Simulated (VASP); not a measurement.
Input:

```xyz
2
Lattice="0.0000 3.1285 3.1285 3.1285 0.0000 3.1285 3.1285 3.1285 0.0000" Properties=species:S:1:pos:R:3 pbc="T T T"
In     0.0000     0.0000     0.0000
As     1.5643     1.5643     1.5643
```

The numbers are results of RPBE GGA, VASP's PBE PAW potentials (set 64) (plane waves; VASP 6.6.1), not measurements. Settings: 520 eV cut-off, 11×11×11 Γ-centred mesh, tetrahedra with Blöchl corrections, potentials In_d As.

Unless said otherwise, spin-orbit coupling is left out, though it shifts the bands of the heavy elements here.

**Question.** Predict the energy per atom (σ→0), band gap (on the k-mesh) with the smallest direct gap where there is one.

**Answer.** 
The band gap (on the k-mesh) is none (metal, semimetal or under 0.01 eV) and the energy per atom (σ→0) is -3.528 eV/atom.

Only differences to runs with the same potentials and settings are physical.

The compound is InAs in the zinc blende structure. It was relaxed first, which changed the volume by +10 %.
